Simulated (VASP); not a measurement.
Output of a VASP run:

### OUTCAR
```
 ion  position               nearest neighbor table
   1  0.333  0.667  0.937-   3 2.93   3 2.93   4 3.06   4 3.06   4 3.06
   2  0.667  0.333  0.437-   4 2.93   4 2.93   3 3.06   3 3.06   3 3.06
   3  0.333  0.667  0.438-   1 2.93   1 2.93   2 3.06   2 3.06   2 3.06
   4  0.667  0.333  0.938-   2 2.93   2 2.93   1 3.06   1 3.06   1 3.06
  LATTYP: Found a hexagonal cell.
 ALAT       =     5.2926105557
 C/A-ratio  =     1.1071397469
 Subroutine PRICEL returns:
 Original cell was already a primitive cell.
 Subroutine GETGRP returns: Found 12 space group operations
The static configuration has the point symmetry C_3v.
 The point group associated with its full space group is C_6v.
The dynamic configuration has the point symmetry C_3v.
 Subroutine INISYM returns: Found 12 space group operations
 Subroutine IBZKPT returns following result:
 Found     40 irreducible k-points:

 Following reciprocal coordinates:
            Coordinates               Weight
  0.000000  0.000000  0.000000      1.000000
  0.125000  0.000000  0.000000      6.000000
  0.250000  0.000000  0.000000      6.000000
  0.375000  0.000000  0.000000      6.000000
  0.500000  0.000000  0.000000      3.000000
  0.125000  0.125000  0.000000      6.000000
  0.250000  0.125000  0.000000     12.000000
  0.375000  0.125000  0.000000     12.000000
  0.250000  0.250000  0.000000      6.000000
  0.375000  0.250000  0.000000      6.000000
  0.000000  0.000000  0.166667      2.000000
  0.125000  0.000000  0.166667     12.000000
  0.250000  0.000000  0.166667     12.000000
  0.375000  0.000000  0.166667     12.000000
  0.500000  0.000000  0.166667      6.000000
  0.125000  0.125000  0.166667     12.000000
  0.250000  0.125000  0.166667     24.000000
  0.375000  0.125000  0.166667     24.000000
  0.250000  0.250000  0.166667     12.000000
  0.375000  0.250000  0.166667     12.000000
  0.000000  0.000000  0.333333      2.000000
  0.125000  0.000000  0.333333     12.000000
  0.250000  0.000000  0.333333     12.000000
  0.375000  0.000000  0.333333     12.000000
  0.500000  0.000000  0.333333      6.000000
  0.125000  0.125000  0.333333     12.000000
  0.250000  0.125000  0.333333     24.000000
  0.375000  0.125000  0.333333     24.000000
  0.250000  0.250000  0.333333     12.000000
  0.375000  0.250000  0.333333     12.000000
  0.000000  0.000000  0.500000      1.000000
  0.125000  0.000000  0.500000      6.000000
  0.250000  0.000000  0.500000      6.000000
  0.375000  0.000000  0.500000      6.000000
  0.500000  0.000000  0.500000      3.000000
  0.125000  0.125000  0.500000      6.000000
  0.250000  0.125000  0.500000     12.000000
  0.375000  0.125000  0.500000     12.000000
  0.250000  0.250000  0.500000      6.000000
  0.375000  0.250000  0.500000      6.000000
   k-points           NKPTS =     40   k-points in BZ     NKDIM =     40   number of bands    NBANDS=     19
   number of dos      NEDOS =    601   number of ions     NIONS =      4
   total plane-waves  NPLWV =  51840
   dimension x,y,z NGX =    36 NGY =   36 NGZ =   40
   dimension x,y,z NGXF=    72 NGYF=   72 NGZF=   80
   ions per type =               2   2
   PREC   = accura    normal or accurate (medium, high low for compatibility)
   ISTART =      0    job   : 0-new  1-cont  2-samecut
   ICHARG =      2    charge: 1-file 2-atom 10-const
   ISPIN  =      1    spin polarized calculation?
   LNONCOLLINEAR =      F non collinear calculations
   LSORBIT =      F    spin-orbit coupling
   INIWAV =      1    electr: 0-lowe 1-rand  2-diag
   ENCUT  =  400.0 eV  29.40 Ry    5.42 a.u.   8.63  8.63  9.56*2*pi/ulx,y,z
   NELM   =    100;   NELMIN=  2; NELMDL= -5     # of ELM steps
   EDIFF  = 0.1E-06   stopping-criterion for ELM
   LREAL  =      F    real-space projection
   NLSPLINE    = F    spline interpolate recip. space projectors
   LMAXMIX     =    6 max onsite mixed and CHGCAR
   VOSKOWN=      0    Vosko Wilk Nusair interpolation
...
```

**OSZICAR**
```
       N       E                     dE             d eps       ncg     rms          rms(c)
DAV:   1     0.308437530280E+03    0.30844E+03   -0.93242E+03  1520   0.153E+03
DAV:   2     0.279240889384E+02   -0.28051E+03   -0.27667E+03  2680   0.331E+02
DAV:   3    -0.191236946328E+02   -0.47048E+02   -0.46387E+02  2486   0.183E+02
DAV:   4    -0.223588001665E+02   -0.32351E+01   -0.31460E+01  2992   0.459E+01
DAV:   5    -0.226680204193E+02   -0.30922E+00   -0.30593E+00  2504   0.132E+01    0.502E+00
DAV:   6    -0.222147511531E+02    0.45327E+00   -0.14395E+00  2704   0.703E+00    0.293E+00
DAV:   7    -0.220897761282E+02    0.12498E+00   -0.48676E-01  2736   0.404E+00    0.928E-01
DAV:   8    -0.220886286469E+02    0.11475E-02   -0.48901E-02  3008   0.176E+00    0.204E-01
DAV:   9    -0.220894521674E+02   -0.82352E-03   -0.24805E-03  2856   0.418E-01    0.115E-01
DAV:  10    -0.220899107902E+02   -0.45862E-03   -0.99937E-04  2792   0.278E-01    0.407E-02
DAV:  11    -0.220899378010E+02   -0.27011E-04   -0.26605E-04  3016   0.120E-01    0.165E-02
DAV:  12    -0.220899425101E+02   -0.47091E-05   -0.21973E-05  3024   0.332E-02    0.946E-03
DAV:  13    -0.220899468216E+02   -0.43115E-05   -0.11602E-05  2896   0.233E-02    0.588E-03
DAV:  14    -0.220899457706E+02    0.10510E-05   -0.28943E-06  2944   0.944E-03    0.207E-03
DAV:  15    -0.220899456659E+02    0.10466E-06   -0.95047E-07  2872   0.574E-03    0.121E-03
DAV:  16    -0.220899458222E+02   -0.15625E-06   -0.51386E-07  2162   0.452E-03    0.273E-04
DAV:  17    -0.220899457675E+02    0.54657E-07   -0.31374E-08  1102   0.257E-03
   1 F= -.22089946E+02 E0= -.22089946E+02  d E =0.000000E+00
```

File OUTCAR:
```
------------------------ aborting loop because EDIFF is reached ----------------------------------------
  FORCE on cell =-STRESS in cart. coord.  units (eV):
  Direction    XX          YY          ZZ          XY          YZ          ZX
  --------------------------------------------------------------------------------------
  Total        0.1428038      0.1428038     -1.0522885     -0.0000000     -0.0000000      0.0000000
  in kB        1.6095609      1.6095609    -11.8604864     -0.0000000     -0.0000000      0.0000000
  external PRESSURE =      -2.8804548 kB  Pullay stress =       0.0000000 kB
  volume of cell :      142.15
      direct lattice vectors                 reciprocal lattice vectors
     5.292610556  0.000000000  0.000000000     0.188942676  0.109086104  0.000000000
    -2.646305278  4.583535235  0.000000000     0.000000000  0.218172207  0.000000000
     0.000000000  0.000000000  5.859659511     0.000000000  0.000000000  0.170658380
 POSITION                                       TOTAL-FORCE (eV/Angst)
 -----------------------------------------------------------------------------------
     -0.00000      3.05569      5.49340        -0.000000      0.000000      0.000113
      2.64631      1.52784      2.56357         0.000000     -0.000000      0.000113
     -0.00000      3.05569      2.56363        -0.000000      0.000000     -0.000113
      2.64631      1.52784      5.49346        -0.000000      0.000000     -0.000113
 -----------------------------------------------------------------------------------
    total drift:                               -0.003029      0.001749     -0.000014
  FREE ENERGIE OF THE ION-ELECTRON SYSTEM (eV)
  ---------------------------------------------------
  free  energy   TOTEN  =       -22.0899457675 eV

  energy  without entropy=      -22.0899457675  energy(sigma->0) =      -22.08994577

 total charge

# of ion       s       p       d       f       tot
--------------------------------------------------
    1        2.051   5.604   0.786   0.099   8.540
    2        2.051   5.604   0.786   0.099   8.540
    3        0.829   0.852   0.000   0.000   1.681
    4        0.829   0.852   0.000   0.000   1.681
--------------------------------------------------
tot          5.760  12.911   1.571   0.198  20.441
```
(Selected blocks of OUTCAR.)

POSCAR:
```
LaSi
1
    5.2926105557    -0.0000000000     0.0000000000
   -2.6463052779     4.5835352346     0.0000000000
    0.0000000000     0.0000000000     5.8596595111
La Si
2 2
Direct
  0.3333330000   0.6666670000   0.9374953512
  0.6666670000   0.3333330000   0.4374953512
  0.3333330000   0.6666670000   0.4375046488
  0.6666670000   0.3333330000   0.9375046488
```

Problem. Write an INCAR and KPOINTS that could have produced this output.

Solution. This is not unique; one that fits is the input of the run itself, PBEsol GGA, plane waves, VASP's PBE PAW potentials (set 64).

File KPOINTS:
```
Automatic mesh
0
Gamma
8 8 6
0 0 0
```

**INCAR**
```
# general
SYSTEM   =  LaSi
PREC     =  Accurate
ENCUT    =  400
LREAL    =  .FALSE.
LASPH    =  .TRUE.

# electronic loop
EDIFF    =  1E-7
NELM     =  100
ALGO     =  Normal
LMAXMIX  =  6

# smearing
ISMEAR   =  -5

# functional
GGA      =  PS

# ions
ISIF     =  2

# output
LWAVE    =  .FALSE.
LCHARG   =  .TRUE.
LORBIT   =  11
NEDOS    =  601

# other
LEFG     =  .TRUE.
```

POTCAR, in this order: La Si (PBE.64 set). Program: vasp_std.

For a metal the tetrahedron method with Blöchl corrections gives inexact stress and forces.

The structure was generated: LaSi was put into the wurtzite type (P6_3mc), which need not be its known phase. It was relaxed first, which changed the volume by -28 %. The relaxed cell has space group P6_3/mmc.
